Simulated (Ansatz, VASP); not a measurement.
## One calculation of SiB4, two programs

```xyz
5
Lattice="4.0103 0.0000 0.0000 -2.0052 3.4730 0.0000 0.0000 0.0000 4.0117" Properties=species:S:1:pos:R:3 pbc="T T T"
Si    0.0000    0.0000    0.0000
B     2.0052    0.0000    0.0000
B    -1.0026    1.7365    0.0000
B     1.0026    1.7365    0.0000
B     0.0000    0.0000    2.0059
```

Alike in both runs: functional PBE; k mesh 12 × 12 × 10; occupations gaussian, width 0.1 eV; no spin polarisation.

Ansatz relaxed the structure, and its values are those at the end. VASP's run is a single point on that final structure, the one shown.

|  | VASP | Ansatz |
| --- | --- | --- |
| version | VASP 6.6.1 | Ansatz 0.2.0 |
| potentials or method | VASP PAW PBE potentials, release 64 (Si, B) | scalar-relativistic, plane waves, PAW |
| plane-wave cutoff (eV) | 520 | 420 |
| valence electrons in the cell | 16 | 16 |

|  | VASP | Ansatz | Ansatz less VASP |
| --- | --- | --- | --- |
| gap on the k mesh at the Fermi level (eV) | none | none | - |
| pressure (GPa) | -0.2 | 0.0 | +0.20 |

A gap of «none» marks a metal or a gap that the smearing closes. With one functional, cell and mesh, what is left measures potentials, basis and numerics.
